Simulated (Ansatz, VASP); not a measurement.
# Cross-check of Ge (Germanium) between VASP and Ansatz, part 4 of 5

One calculation is typed for both programs; each brings its own data sets. How far apart do they land? The structure shown is the end of the Ansatz relaxation below.

VASP 6.6.1 and Ansatz 0.2.0.

So far. Step 3 (VASP: single point, PBEsol, pair 1): The run ends at a pressure of 6.70 GPa, with forces up to 0.0014 eV/Å.

### 6. VASP: single point, PBEsol, pair 2

Level of this step: PBEsol; plane waves and PAW (Ge_d) (VASP).

The same cell, functional, mesh and smearing now go to VASP, with its own data sets.

Contents of INCAR:

```
SYSTEM = Ge
PREC = Accurate
ENCUT = 500
EDIFF = 1E-06
NELM = 120
ISMEAR = 0
SIGMA = 0.015
LREAL = .FALSE.
ALGO = Normal
GGA = PS
NBANDS = 20
LORBIT = 11
LWAVE = .FALSE.
LCHARG = .FALSE.
ISIF = 2
ISYM = 2
LASPH = .TRUE.
GGA_COMPAT = .FALSE.
EFERMI = MIDGAP
KPAR = 2
```

Contents of POSCAR:

```
Ge
1.0
   -0.0001955688      2.7797444440      2.7797444440
    2.7797444440     -0.0001955688      2.7797444440
    2.7797444440      2.7797444440     -0.0001955688
Ge
2
Direct
    0.4999771075      0.4999771075      0.4999771075
    0.7500228925      0.7500228925      0.7500228925
```

Contents of KPOINTS:

```
Points of the shifted mesh
1728
Reciprocal
 0.0416666667  0.0416666667  0.0416666667 1
 0.0416666667  0.0416666667  0.1250000000 1
 0.0416666667  0.0416666667  0.2083333333 1
 0.0416666667  0.0416666667  0.2916666667 1
 0.0416666667  0.0416666667  0.3750000000 1
 0.0416666667  0.0416666667  0.4583333333 1
 0.0416666667  0.0416666667  0.5416666667 1
 0.0416666667  0.0416666667  0.6250000000 1
 0.0416666667  0.0416666667  0.7083333333 1
 0.0416666667  0.0416666667  0.7916666667 1
 0.0416666667  0.0416666667  0.8750000000 1
 0.0416666667  0.0416666667  0.9583333333 1
 0.0416666667  0.1250000000  0.0416666667 1
 0.0416666667  0.1250000000  0.1250000000 1
 0.0416666667  0.1250000000  0.2083333333 1
 0.0416666667  0.1250000000  0.2916666667 1
 0.0416666667  0.1250000000  0.3750000000 1
 0.0416666667  0.1250000000  0.4583333333 1
 0.0416666667  0.1250000000  0.5416666667 1
 0.0416666667  0.1250000000  0.6250000000 1
 0.0416666667  0.1250000000  0.7083333333 1
 0.0416666667  0.1250000000  0.7916666667 1
 0.0416666667  0.1250000000  0.8750000000 1
 0.0416666667  0.1250000000  0.9583333333 1
 0.0416666667  0.2083333333  0.0416666667 1
 0.0416666667  0.2083333333  0.1250000000 1
 0.0416666667  0.2083333333  0.2083333333 1
 0.0416666667  0.2083333333  0.2916666667 1
 0.0416666667  0.2083333333  0.3750000000 1
 0.0416666667  0.2083333333  0.4583333333 1
 0.0416666667  0.2083333333  0.5416666667 1
 0.0416666667  0.2083333333  0.6250000000 1
 0.0416666667  0.2083333333  0.7083333333 1
 0.0416666667  0.2083333333  0.7916666667 1
 0.0416666667  0.2083333333  0.8750000000 1
 0.0416666667  0.2083333333  0.9583333333 1
 0.0416666667  0.2916666667  0.0416666667 1
 0.0416666667  0.2916666667  0.1250000000 1
 0.0416666667  0.2916666667  0.2083333333 1
 0.0416666667  0.2916666667  0.2916666667 1
 0.0416666667  0.2916666667  0.3750000000 1
 0.0416666667  0.2916666667  0.4583333333 1
 0.0416666667  0.2916666667  0.5416666667 1
 0.0416666667  0.2916666667  0.6250000000 1
 0.0416666667  0.2916666667  0.7083333333 1
 0.0416666667  0.2916666667  0.7916666667 1
 0.0416666667  0.2916666667  0.8750000000 1
 0.0416666667  0.2916666667  0.9583333333 1
 0.0416666667  0.3750000000  0.0416666667 1
 0.0416666667  0.3750000000  0.1250000000 1
 0.0416666667  0.3750000000  0.2083333333 1
 0.0416666667  0.3750000000  0.2916666667 1
 0.0416666667  0.3750000000  0.3750000000 1
 0.0416666667  0.3750000000  0.4583333333 1
 0.0416666667  0.3750000000  0.5416666667 1
 0.0416666667  0.3750000000  0.6250000000 1
 0.0416666667  0.3750000000  0.7083333333 1
 0.0416666667  0.3750000000  0.7916666667 1
 0.0416666667  0.3750000000  0.8750000000 1
 0.0416666667  0.3750000000  0.9583333333 1
 0.0416666667  0.4583333333  0.0416666667 1
 0.0416666667  0.4583333333  0.1250000000 1
 0.0416666667  0.4583333333  0.2083333333 1
 0.0416666667  0.4583333333  0.2916666667 1
 0.0416666667  0.4583333333  0.3750000000 1
 0.0416666667  0.4583333333  0.4583333333 1
 0.0416666667  0.4583333333  0.5416666667 1
 0.0416666667  0.4583333333  0.6250000000 1
 0.0416666667  0.4583333333  0.7083333333 1
 0.0416666667  0.4583333333  0.7916666667 1
 0.0416666667  0.4583333333  0.8750000000 1
 0.0416666667  0.4583333333  0.9583333333 1
 0.0416666667  0.5416666667  0.0416666667 1
 0.0416666667  0.5416666667  0.1250000000 1
 0.0416666667  0.5416666667  0.2083333333 1
 0.0416666667  0.5416666667  0.2916666667 1
 0.0416666667  0.5416666667  0.3750000000 1
 0.0416666667  0.5416666667  0.4583333333 1
 0.0416666667  0.5416666667  0.5416666667 1
 0.0416666667  0.5416666667  0.6250000000 1
 0.0416666667  0.5416666667  0.7083333333 1
 0.0416666667  0.5416666667  0.7916666667 1
 0.0416666667  0.5416666667  0.8750000000 1
 0.0416666667  0.5416666667  0.9583333333 1
 0.0416666667  0.6250000000  0.0416666667 1
 0.0416666667  0.6250000000  0.1250000000 1
 0.0416666667  0.6250000000  0.2083333333 1
 0.0416666667  0.6250000000  0.2916666667 1
 0.0416666667  0.6250000000  0.3750000000 1
 0.0416666667  0.6250000000  0.4583333333 1
 0.0416666667  0.6250000000  0.5416666667 1
 0.0416666667  0.6250000000  0.6250000000 1
 0.0416666667  0.6250000000  0.7083333333 1
 0.0416666667  0.6250000000  0.7916666667 1
 0.0416666667  0.6250000000  0.8750000000 1
 0.0416666667  0.6250000000  0.9583333333 1
 0.0416666667  0.7083333333  0.0416666667 1
 0.0416666667  0.7083333333  0.1250000000 1
 0.0416666667  0.7083333333  0.2083333333 1
 0.0416666667  0.7083333333  0.2916666667 1
 0.0416666667  0.7083333333  0.3750000000 1
 0.0416666667  0.7083333333  0.4583333333 1
 0.0416666667  0.7083333333  0.5416666667 1
 0.0416666667  0.7083333333  0.6250000000 1
 0.0416666667  0.7083333333  0.7083333333 1
 0.0416666667  0.7083333333  0.7916666667 1
 0.0416666667  0.7083333333  0.8750000000 1
 0.0416666667  0.7083333333  0.9583333333 1
 0.0416666667  0.7916666667  0.0416666667 1
 0.0416666667  0.7916666667  0.1250000000 1
 0.0416666667  0.7916666667  0.2083333333 1
 0.0416666667  0.7916666667  0.2916666667 1
[... 1390 lines left out ...]
 0.8750000000  0.4583333333  0.1250000000 1
 0.8750000000  0.4583333333  0.2083333333 1
 0.8750000000  0.4583333333  0.2916666667 1
 0.8750000000  0.4583333333  0.3750000000 1
 0.8750000000  0.4583333333  0.4583333333 1
 0.8750000000  0.4583333333  0.5416666667 1
 0.8750000000  0.4583333333  0.6250000000 1
 0.8750000000  0.4583333333  0.7083333333 1
 0.8750000000  0.4583333333  0.7916666667 1
 0.8750000000  0.4583333333  0.8750000000 1
 0.8750000000  0.4583333333  0.9583333333 1
 0.8750000000  0.5416666667  0.0416666667 1
 0.8750000000  0.5416666667  0.1250000000 1
 0.8750000000  0.5416666667  0.2083333333 1
 0.8750000000  0.5416666667  0.2916666667 1
 0.8750000000  0.5416666667  0.3750000000 1
 0.8750000000  0.5416666667  0.4583333333 1
 0.8750000000  0.5416666667  0.5416666667 1
 0.8750000000  0.5416666667  0.6250000000 1
 0.8750000000  0.5416666667  0.7083333333 1
 0.8750000000  0.5416666667  0.7916666667 1
 0.8750000000  0.5416666667  0.8750000000 1
 0.8750000000  0.5416666667  0.9583333333 1
 0.8750000000  0.6250000000  0.0416666667 1
 0.8750000000  0.6250000000  0.1250000000 1
 0.8750000000  0.6250000000  0.2083333333 1
 0.8750000000  0.6250000000  0.2916666667 1
 0.8750000000  0.6250000000  0.3750000000 1
 0.8750000000  0.6250000000  0.4583333333 1
 0.8750000000  0.6250000000  0.5416666667 1
 0.8750000000  0.6250000000  0.6250000000 1
 0.8750000000  0.6250000000  0.7083333333 1
 0.8750000000  0.6250000000  0.7916666667 1
 0.8750000000  0.6250000000  0.8750000000 1
 0.8750000000  0.6250000000  0.9583333333 1
 0.8750000000  0.7083333333  0.0416666667 1
 0.8750000000  0.7083333333  0.1250000000 1
 0.8750000000  0.7083333333  0.2083333333 1
 0.8750000000  0.7083333333  0.2916666667 1
 0.8750000000  0.7083333333  0.3750000000 1
 0.8750000000  0.7083333333  0.4583333333 1
 0.8750000000  0.7083333333  0.5416666667 1
 0.8750000000  0.7083333333  0.6250000000 1
 0.8750000000  0.7083333333  0.7083333333 1
 0.8750000000  0.7083333333  0.7916666667 1
 0.8750000000  0.7083333333  0.8750000000 1
 0.8750000000  0.7083333333  0.9583333333 1
 0.8750000000  0.7916666667  0.0416666667 1
 0.8750000000  0.7916666667  0.1250000000 1
 0.8750000000  0.7916666667  0.2083333333 1
 0.8750000000  0.7916666667  0.2916666667 1
 0.8750000000  0.7916666667  0.3750000000 1
 0.8750000000  0.7916666667  0.4583333333 1
 0.8750000000  0.7916666667  0.5416666667 1
 0.8750000000  0.7916666667  0.6250000000 1
 0.8750000000  0.7916666667  0.7083333333 1
 0.8750000000  0.7916666667  0.7916666667 1
 0.8750000000  0.7916666667  0.8750000000 1
 0.8750000000  0.7916666667  0.9583333333 1
 0.8750000000  0.8750000000  0.0416666667 1
 0.8750000000  0.8750000000  0.1250000000 1
 0.8750000000  0.8750000000  0.2083333333 1
 0.8750000000  0.8750000000  0.2916666667 1
 0.8750000000  0.8750000000  0.3750000000 1
 0.8750000000  0.8750000000  0.4583333333 1
 0.8750000000  0.8750000000  0.5416666667 1
 0.8750000000  0.8750000000  0.6250000000 1
 0.8750000000  0.8750000000  0.7083333333 1
 0.8750000000  0.8750000000  0.7916666667 1
 0.8750000000  0.8750000000  0.8750000000 1
 0.8750000000  0.8750000000  0.9583333333 1
 0.8750000000  0.9583333333  0.0416666667 1
 0.8750000000  0.9583333333  0.1250000000 1
 0.8750000000  0.9583333333  0.2083333333 1
 0.8750000000  0.9583333333  0.2916666667 1
 0.8750000000  0.9583333333  0.3750000000 1
 0.8750000000  0.9583333333  0.4583333333 1
 0.8750000000  0.9583333333  0.5416666667 1
 0.8750000000  0.9583333333  0.6250000000 1
 0.8750000000  0.9583333333  0.7083333333 1
 0.8750000000  0.9583333333  0.7916666667 1
 0.8750000000  0.9583333333  0.8750000000 1
 0.8750000000  0.9583333333  0.9583333333 1
 0.9583333333  0.0416666667  0.0416666667 1
 0.9583333333  0.0416666667  0.1250000000 1
 0.9583333333  0.0416666667  0.2083333333 1
 0.9583333333  0.0416666667  0.2916666667 1
 0.9583333333  0.0416666667  0.3750000000 1
 0.9583333333  0.0416666667  0.4583333333 1
 0.9583333333  0.0416666667  0.5416666667 1
 0.9583333333  0.0416666667  0.6250000000 1
 0.9583333333  0.0416666667  0.7083333333 1
 0.9583333333  0.0416666667  0.7916666667 1
 0.9583333333  0.0416666667  0.8750000000 1
 0.9583333333  0.0416666667  0.9583333333 1
 0.9583333333  0.1250000000  0.0416666667 1
 0.9583333333  0.1250000000  0.1250000000 1
 0.9583333333  0.1250000000  0.2083333333 1
 0.9583333333  0.1250000000  0.2916666667 1
 0.9583333333  0.1250000000  0.3750000000 1
 0.9583333333  0.1250000000  0.4583333333 1
 0.9583333333  0.1250000000  0.5416666667 1
 0.9583333333  0.1250000000  0.6250000000 1
 0.9583333333  0.1250000000  0.7083333333 1
 0.9583333333  0.1250000000  0.7916666667 1
 0.9583333333  0.1250000000  0.8750000000 1
 0.9583333333  0.1250000000  0.9583333333 1
 0.9583333333  0.2083333333  0.0416666667 1
 0.9583333333  0.2083333333  0.1250000000 1
 0.9583333333  0.2083333333  0.2083333333 1
 0.9583333333  0.2083333333  0.2916666667 1
 0.9583333333  0.2083333333  0.3750000000 1
 0.9583333333  0.2083333333  0.4583333333 1
 0.9583333333  0.2083333333  0.5416666667 1
 0.9583333333  0.2083333333  0.6250000000 1
 0.9583333333  0.2083333333  0.7083333333 1
 0.9583333333  0.2083333333  0.7916666667 1
 0.9583333333  0.2083333333  0.8750000000 1
 0.9583333333  0.2083333333  0.9583333333 1
 0.9583333333  0.2916666667  0.0416666667 1
 0.9583333333  0.2916666667  0.1250000000 1
 0.9583333333  0.2916666667  0.2083333333 1
 0.9583333333  0.2916666667  0.2916666667 1
 0.9583333333  0.2916666667  0.3750000000 1
 0.9583333333  0.2916666667  0.4583333333 1
 0.9583333333  0.2916666667  0.5416666667 1
 0.9583333333  0.2916666667  0.6250000000 1
 0.9583333333  0.2916666667  0.7083333333 1
 0.9583333333  0.2916666667  0.7916666667 1
 0.9583333333  0.2916666667  0.8750000000 1
 0.9583333333  0.2916666667  0.9583333333 1
 0.9583333333  0.3750000000  0.0416666667 1
 0.9583333333  0.3750000000  0.1250000000 1
 0.9583333333  0.3750000000  0.2083333333 1
 0.9583333333  0.3750000000  0.2916666667 1
 0.9583333333  0.3750000000  0.3750000000 1
 0.9583333333  0.3750000000  0.4583333333 1
 0.9583333333  0.3750000000  0.5416666667 1
 0.9583333333  0.3750000000  0.6250000000 1
 0.9583333333  0.3750000000  0.7083333333 1
 0.9583333333  0.3750000000  0.7916666667 1
 0.9583333333  0.3750000000  0.8750000000 1
 0.9583333333  0.3750000000  0.9583333333 1
 0.9583333333  0.4583333333  0.0416666667 1
 0.9583333333  0.4583333333  0.1250000000 1
 0.9583333333  0.4583333333  0.2083333333 1
 0.9583333333  0.4583333333  0.2916666667 1
 0.9583333333  0.4583333333  0.3750000000 1
 0.9583333333  0.4583333333  0.4583333333 1
 0.9583333333  0.4583333333  0.5416666667 1
 0.9583333333  0.4583333333  0.6250000000 1
 0.9583333333  0.4583333333  0.7083333333 1
 0.9583333333  0.4583333333  0.7916666667 1
 0.9583333333  0.4583333333  0.8750000000 1
 0.9583333333  0.4583333333  0.9583333333 1
 0.9583333333  0.5416666667  0.0416666667 1
 0.9583333333  0.5416666667  0.1250000000 1
 0.9583333333  0.5416666667  0.2083333333 1
 0.9583333333  0.5416666667  0.2916666667 1
 0.9583333333  0.5416666667  0.3750000000 1
 0.9583333333  0.5416666667  0.4583333333 1
 0.9583333333  0.5416666667  0.5416666667 1
 0.9583333333  0.5416666667  0.6250000000 1
 0.9583333333  0.5416666667  0.7083333333 1
 0.9583333333  0.5416666667  0.7916666667 1
 0.9583333333  0.5416666667  0.8750000000 1
 0.9583333333  0.5416666667  0.9583333333 1
 0.9583333333  0.6250000000  0.0416666667 1
 0.9583333333  0.6250000000  0.1250000000 1
 0.9583333333  0.6250000000  0.2083333333 1
 0.9583333333  0.6250000000  0.2916666667 1
 0.9583333333  0.6250000000  0.3750000000 1
 0.9583333333  0.6250000000  0.4583333333 1
 0.9583333333  0.6250000000  0.5416666667 1
 0.9583333333  0.6250000000  0.6250000000 1
 0.9583333333  0.6250000000  0.7083333333 1
 0.9583333333  0.6250000000  0.7916666667 1
 0.9583333333  0.6250000000  0.8750000000 1
 0.9583333333  0.6250000000  0.9583333333 1
 0.9583333333  0.7083333333  0.0416666667 1
 0.9583333333  0.7083333333  0.1250000000 1
 0.9583333333  0.7083333333  0.2083333333 1
 0.9583333333  0.7083333333  0.2916666667 1
 0.9583333333  0.7083333333  0.3750000000 1
 0.9583333333  0.7083333333  0.4583333333 1
 0.9583333333  0.7083333333  0.5416666667 1
 0.9583333333  0.7083333333  0.6250000000 1
 0.9583333333  0.7083333333  0.7083333333 1
 0.9583333333  0.7083333333  0.7916666667 1
 0.9583333333  0.7083333333  0.8750000000 1
 0.9583333333  0.7083333333  0.9583333333 1
 0.9583333333  0.7916666667  0.0416666667 1
 0.9583333333  0.7916666667  0.1250000000 1
 0.9583333333  0.7916666667  0.2083333333 1
 0.9583333333  0.7916666667  0.2916666667 1
 0.9583333333  0.7916666667  0.3750000000 1
 0.9583333333  0.7916666667  0.4583333333 1
 0.9583333333  0.7916666667  0.5416666667 1
 0.9583333333  0.7916666667  0.6250000000 1
 0.9583333333  0.7916666667  0.7083333333 1
 0.9583333333  0.7916666667  0.7916666667 1
 0.9583333333  0.7916666667  0.8750000000 1
 0.9583333333  0.7916666667  0.9583333333 1
 0.9583333333  0.8750000000  0.0416666667 1
 0.9583333333  0.8750000000  0.1250000000 1
 0.9583333333  0.8750000000  0.2083333333 1
 0.9583333333  0.8750000000  0.2916666667 1
 0.9583333333  0.8750000000  0.3750000000 1
 0.9583333333  0.8750000000  0.4583333333 1
 0.9583333333  0.8750000000  0.5416666667 1
 0.9583333333  0.8750000000  0.6250000000 1
 0.9583333333  0.8750000000  0.7083333333 1
 0.9583333333  0.8750000000  0.7916666667 1
 0.9583333333  0.8750000000  0.8750000000 1
 0.9583333333  0.8750000000  0.9583333333 1
 0.9583333333  0.9583333333  0.0416666667 1
 0.9583333333  0.9583333333  0.1250000000 1
 0.9583333333  0.9583333333  0.2083333333 1
 0.9583333333  0.9583333333  0.2916666667 1
 0.9583333333  0.9583333333  0.3750000000 1
 0.9583333333  0.9583333333  0.4583333333 1
 0.9583333333  0.9583333333  0.5416666667 1
 0.9583333333  0.9583333333  0.6250000000 1
 0.9583333333  0.9583333333  0.7083333333 1
 0.9583333333  0.9583333333  0.7916666667 1
 0.9583333333  0.9583333333  0.8750000000 1
 0.9583333333  0.9583333333  0.9583333333 1
```

Potentials, in the order of the species: Ge_d (PBE family, release 64).

Run with:

```console
$ mpirun -np 2 vasp_std
```

Numbers of over 12 decimals in the logs are rounded to 6 here.

The program printed:

```text
[banner, memory and clock lines left out]
running    2 mpi-ranks, on    1 nodes
[...]
[... a notice as in an earlier step ...]

 LDA part: xc-table for (Slater+PW92), standard interpolation
 POSCAR, INCAR and KPOINTS ok, starting setup
[...]
entering main loop
       N       E                     dE             d eps       ncg     rms          rms(c)
DAV:   1     0.180967312289E+03    0.18097E+03   -0.14573E+04 74640   0.381E+03
DAV:   2     0.150336666568E+02   -0.16593E+03   -0.16134E+03 69264   0.582E+02
DAV:   3    -0.924741974574E+01   -0.24281E+02   -0.24111E+02 77588   0.143E+02
DAV:   5    -0.100128722817E+02   -0.12126E-01   -0.12126E-01 77472   0.410E+00    0.350E+00
[...]
DAV:  10    -0.983633865593E+01   -0.52297E-05   -0.12646E-05 94388   0.357E-02    0.540E-03
DAV:  11    -0.983633981296E+01   -0.11570E-05   -0.27246E-06 75564   0.211E-02    0.135E-03
DAV:  12    -0.983633955998E+01    0.25298E-06   -0.23498E-07 42916   0.103E-02
   1 F= -.98363396E+01 E0= -.98363396E+01  d E =-.623379E-64
```

Parts of OUTCAR (step 6):

```text
  Total        1.2457601      1.2457601      1.2457601     -0.0004752     -0.0004752     -0.0004752
  in kB       46.4573630     46.4573630     46.4573630     -0.0177207     -0.0177207     -0.0177207
  external PRESSURE =      46.4573630 kB  Pullay stress =       0.0000000 kB

 POSITION                                       TOTAL-FORCE (eV/Angst)
 -----------------------------------------------------------------------------------
      2.77952      2.77952      2.77952         0.000386      0.000386      0.000386
      4.16960      4.16960      4.16960        -0.000386     -0.000386     -0.000386
 -----------------------------------------------------------------------------------
    total drift:                               -0.000000     -0.000000      0.000000

  FREE ENERGIE OF THE ION-ELECTRON SYSTEM (eV)
  ---------------------------------------------------
  free  energy   TOTEN  =        -9.8363395600 eV

  energy  without entropy=       -9.8363395600  energy(sigma->0) =       -9.83633956

[... 1 part as in an earlier step ...]

[... 2 further parts left out ...]
[key lines of the parts left out:]
E-fermi :   5.5117
```

The run ends at a pressure of 4.65 GPa, with forces up to 6.7e-4 eV/Å.

### 7. Comparison

Compared:

```
              quantity  Ansatz   VASP  difference
        pressure (GPa)    4.85   4.65       +0.20
gap on the k mesh (eV)   0.346  0.352      -0.006
```

A gap on the mesh is an upper bound, since the band edges may lie between its points.

### 8. Ansatz: relaxation, PBEsol

This run makes the geometry at which the two programs are then compared. The cell compared in this pair holds 47.53 Å³, against 42.96 Å³ for the pair before.

The structure compared here is the end of the Ansatz relaxation.

Contents of input.yaml:

```yaml
crystal:
  lattice:
    - [-0.0006275613, 2.874801842, 2.874801842]
    - [2.874801842, -0.0006275613, 2.874801842]
    - [2.874801842, 2.874801842, -0.0006275613]
  atoms:
    - { symbol: Ge, position: [0.4999453971, 0.4999453971, 0.4999453971] }
    - { symbol: Ge, position: [0.7500546029, 0.7500546029, 0.7500546029] }
kpoints:
  mp_grid: { grid: [12, 12, 12], shift: [0.5, 0.5, 0.5] }
hamiltonian:
  xc: pbesol
  pseudopotentials: { kind: paw, azcp: { folder: soft_1 }, xc_functional: pbe }
scf:
  occupations: { method: gaussian, width: 0.015 }
output:
  forces: true
  stress: true
  eigenvalues: true
relax:
  adjacent_minimum: "off"
  f_tol: 0.001
  max_steps: 60
  cell: { stress_tol: 0.01, fix: [volume] }
```

Run with:

```console
$ ansatz run input.yaml --threads 4 --pin off --max-ram 10240MiB --backend cpu --events-out ev --progress --plain --runs-dir out
```

The program printed:

```text
[...]
Crystal: 2 atoms, lattice volume = 47.533 Å³
Basis set: ecut = 420 eV, 941 PW (Γ), exchange–correlation on 60×60×60 points (8 copies of the dense FFT grid, shifted against one another)
Bands: 18, of which v1, the nominal top of the filled ones, is band 14 counted from 1 (13 counted from 0)
Symmetry: 12 space group operations
[...]
k-points: 182 of 1728
[...]
--- Relaxed structure (1 steps of the walk, 1 accepted, 1 SCFs on fresh bases) ---
[...]
cell:  # Å, volume = 47.5331 Å³
    - [-0.0006275613, 2.874801842, 2.874801842]
    - [2.874801842, -0.0006275613, 2.874801842]
    - [2.874801842, 2.874801842, -0.0006275613]
  atoms:
    - { symbol: Ge, position: [0.499945, 0.499945, 0.499945] }
    - { symbol: Ge, position: [0.750055, 0.750055, 0.750055] }
[key lines of the parts left out:]
SCF converged after 5 iterations
Free energy (F): -8506.993338 eV
Fermi energy:    7.753902 eV
P = ⅓ Tr σ = -2.4125 GPa (-24.125 kbar)
```

(Continued in part 5 of 5.)

[Lines on the potential files, build, host, timing and source positions are cut from VASP's logs without a mark.]

[Logs are printed without paths, hosts, clocks, repeated set-up lines and the standing remarks that a program may print on its own settings, such as how far it seeks lower states.]

[Hosts, paths, dates, database ids (printed as entryN), source tags and the programs' standing remarks are cut or masked in the printed files.]
